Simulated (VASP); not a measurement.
Be3CdO4:

```xyz
8
Lattice="4.3702 0.0000 0.0000 0.0000 4.3702 0.0000 0.0000 0.0000 4.3702" Properties=species:S:1:pos:R:3 pbc="T T T"
Be    2.1851    0.0000    0.0000
Be    0.0000    2.1851    0.0000
Be    0.0000    0.0000    2.1851
Cd    2.1851    2.1851    2.1851
O     0.0000    2.1851    2.1851
O     2.1851    0.0000    2.1851
O     2.1851    2.1851    0.0000
O     0.0000    0.0000    0.0000
```

The cell was built by a generator and needn't be a form met in nature.

| Property | Result |
| --- | --- |
| Program | VASP 6.6.1 |
| Task | relaxation of cell and atoms |
| Functional | PBE |
| Potentials or basis | VASP PAW PBE potentials, release 64 (Be, Cd, O) |
| Cutoff | 520 eV |
| k mesh | 3 × 3 × 3 |
| Occupations | gaussian, width 0.15 eV |
| Spin | no spin polarisation |

At the start: pressure -19.6 GPa; volume 10.43 Å³/atom.

Task: How do energy, volume and symmetry change on relaxing?

Result: Over 3 steps the energy falls by 97.7 meV/atom and the volume is 9.02 Å³/atom (-13.6 %); space group Pm-3m (No. 221, to 0.05 Å).

The path:
| step | energy change (eV) | largest force (eV/Å) | pressure (GPa) | volume (Å³) |
| --- | --- | --- | --- | --- |
| 1 | 0.0000 | 0.0000 | -19.58 | 83.46 |
| 2 | -0.6958 | 0.0000 | 8.81 | 68.99 |
| 3 | -0.7817 | 0.0000 | 0.15 | 72.13 |

Final structure:
```
CELL_PARAMETERS angstrom
4.16273 0.00000 0.00000
0.00000 4.16273 0.00000
0.00000 0.00000 4.16273
ATOMIC_POSITIONS crystal
Be 0.50000 0.00000 0.00000
Be 0.00000 0.50000 0.00000
Be 0.00000 0.00000 0.50000
Cd 0.50000 0.50000 0.50000
O 0.00000 0.50000 0.50000
O 0.50000 0.00000 0.50000
O 0.50000 0.50000 0.00000
O 0.00000 0.00000 0.00000
```

Caveat: the k mesh is coarse (spacing up to 0.48 Å⁻¹), so the values aren't converged.
